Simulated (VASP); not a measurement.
# KF (relaxed from the NiAs type structure, space group P6_3/mmc): computed properties

These are r2SCAN meta-GGA, VASP's PBE PAW potentials (set 64) (plane waves; VASP) values and carry that method's errors.

```yaml
space_group: P6_3/mmc (194)
cell: a = 3.6540 Å, b = 3.6540 Å, c = 6.4761 Å, α = 90.00°, β = 90.00°, γ = 120.00°
volume_per_atom: 18.72 Å³/atom
band gap (over mesh and band path): 6.88 eV
smallest direct gap (over mesh and band path): 6.88 eV
band_edge_character: direct, Γ to Γ
density: 2.58 g/cm³
```

```yaml
crystal:
  lattice:
    - [3.65401, 0.00000, 0.00000]
    - [-1.82700, 3.16446, 0.00000]
    - [0.00000, 0.00000, 6.47609]
  atoms:
    - { symbol: K, position: [0.00000, 0.00000, 0.00000] }
    - { symbol: K, position: [0.00000, 0.00000, 0.50000] }
    - { symbol: F, position: [0.33333, 0.66667, 0.25000] }
    - { symbol: F, position: [0.66667, 0.33333, 0.75000] }
```

The structure was generated: KF was put into the NiAs type type (P6_3/mmc), which need not be its known phase. It was relaxed first, which changed the volume by -13 %. Symmetry was kept, so distortions that lower it aren't found.
